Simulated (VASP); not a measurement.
The input files of a VASP run:

### INCAR
```
ENCUT=300   ! plane-wave cut-off (eV)
LWAVE=.FALSE.
SIGMA=0.1   ! width (eV)
LREAL=.FALSE.
IBRION=2   ! conjugate gradients
PREC=Accurate
NELM=100   ! most electronic steps
EDIFF=1E-6
ALGO=Normal
LCHARG=.FALSE.
SYSTEM=Tc
ISIF=3   ! ions, shape and volume
GGA=RE
EDIFFG=-0.01   ! ionic stop
LASPH=.TRUE.   ! aspherical one-centre terms
NSW=50
ISMEAR=0   ! Gaussian
LMAXMIX=4   ! l cut-off of mixed one-centre charges
```

KPOINTS:
```
Automatic mesh
0
Gamma
12 12 7
0 0 0
```

File POSCAR:
```
Tc
1.0
  2.7365800000   0.0000000000   0.0000000000
 -1.3682900000   2.3699480000   0.0000000000
  0.0000000000   0.0000000000   4.3949000000
Tc
2
direct
  0.3068700000   0.6470270000   0.2521800000
  0.6931300000   0.3529730000   0.7478200000
```

POTCAR, in this order: Tc_pv (PBE.64 set). Program: vasp_std.

Translate this revPBE calculation to Ansatz.

One equivalent input (not run):
Ansatz 0.2 input:
```yaml
crystal:
  lattice:
    - [2.7365800, 0.0000000, 0.0000000]
    - [-1.3682900, 2.3699480, 0.0000000]
    - [0.0000000, 0.0000000, 4.3949000]
  atoms:
    - { symbol: Tc, position: [0.3068700, 0.6470270, 0.2521800] }
    - { symbol: Tc, position: [0.6931300, 0.3529730, 0.7478200] }
kpoints:
  mp_grid: { grid: [12, 12, 7] }
hamiltonian:
  xc: revpbe
  pseudopotentials: { kind: paw }
scf:
  occupations: { method: gaussian, width: 0.1 }
  max_iter: 100
relax:
  max_steps: 50
  f_tol: 0.01
  cell: {}
output: { forces: true, stress: true, eigenvalues: true }
```
Limits of the translation: each code has its own PAW files, so the cut-off isn't converted (ENCUT is set for VASP's; basis.ecutwfc is left out, and Ansatz then takes the one that its files recommend); Ansatz stops its SCF on the density residual and VASP on the energy change (EDIFF).

The structure comes from a computed database's Tc entry; how it stands against other phases isn't given here. In the starting cell atoms are displaced from their ideal sites. This run relaxes it. Symmetry was kept, so distortions that lower it aren't found. The run is one of a series of settings (EDIFFG = -0.01, IBRION = 2, ISIF = 3, NSW = 50 against the base run), some of them coarse on purpose.
